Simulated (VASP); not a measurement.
Consider the following.

```
Al16Si
1.0
    5.70744     0.00000     0.00000
    0.00000     5.70744     0.00000
    0.00000     0.00000    20.00445
Al Si
16 1
Direct
  0.24658   0.24658   0.34301
  0.75342   0.24658   0.34301
  0.24658   0.75342   0.34301
  0.75342   0.75342   0.34301
  0.00000   0.00000   0.44782
  0.50000   0.00000   0.44791
  0.00000   0.50000   0.44791
  0.50000   0.50000   0.44362
  0.25667   0.25667   0.55177
  0.74333   0.25667   0.55177
  0.25667   0.74333   0.55177
  0.74333   0.74333   0.55177
  0.00000   0.00000   0.63445
  0.50000   0.00000   0.67753
  0.00000   0.50000   0.67753
  0.50000   0.50000   0.65908
  0.00000   0.00000   0.75191
```

All values below come from PBE GGA, VASP's PBE PAW potentials (set 64) (plane waves; VASP). Run with PREC = Normal, 400 eV cut-off, 5×5×1 Γ-centred mesh, first-order Methfessel-Paxton smearing of 0.10 eV, potentials Al Si.

Task: Estimate the energy per atom (σ→0), band gap (on the k-mesh) with the smallest direct gap where there is one.

Result: 
The band gap (on the k-mesh) is none (metal, semimetal or under 0.01 eV) and the energy per atom (σ→0) is -3.530 eV/atom.

The absolute energy has meaning only against runs of the same code, potentials and settings.

The cell is a thin slab with vacuum, built from Al (fcc): (100) face, Si adsorbed.
